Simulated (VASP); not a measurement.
Method: PBEsol GGA, VASP's PBE PAW potentials (set 64) (plane waves; VASP).

A VASP calculation is set up with these files.

**KPOINTS**
```
Automatic mesh
0
Gamma
12 12 12
0 0 0
```

### INCAR
```
ALGO = Normal
EDIFF = 1E-7
ENCUT = 530
GGA = PS
IBRION = 6
ISIF = 3
ISMEAR = 1
LASPH = .True.
LCHARG = .False.
LMAXMIX = 4
LREAL = .False.
LWAVE = .False.
NELM = 100
NFREE = 2
NSW = 1
POTIM = 0.015
PREC = Accurate
SIGMA = 0.1
SYSTEM = Bi
```

POSCAR:
```
Bi
1.9529180
 -1.0000000438   1.0000000438   1.0000000438
  1.0000000438  -1.0000000438   1.0000000438
  1.0000000438   1.0000000438  -1.0000000438
Bi
1
direct
  1.0000000000   0.0000000000   0.0000000000
```

POTCAR, in this order: Bi_d (PBE.64 set). Program: vasp_std.

What will the output report for the number of irreducible k-points (NKPTS), number of bands (NBANDS), largest plane-wave count, number of space-group operations, FFT grid (NGX, NGY, NGZ)?

| Property | Result |
|---|---|
| number of irreducible k-points (NKPTS) | 72 |
| number of bands (NBANDS) | 11 |
| largest plane-wave count | 856 |
| number of space-group operations | 48 |
| FFT grid (NGX, NGY, NGZ) | 28 × 28 × 28 |

The structure was generated: Bi was put into the bcc type (Im-3m), which need not be its known phase. It was relaxed first, which changed the volume by -6 %.
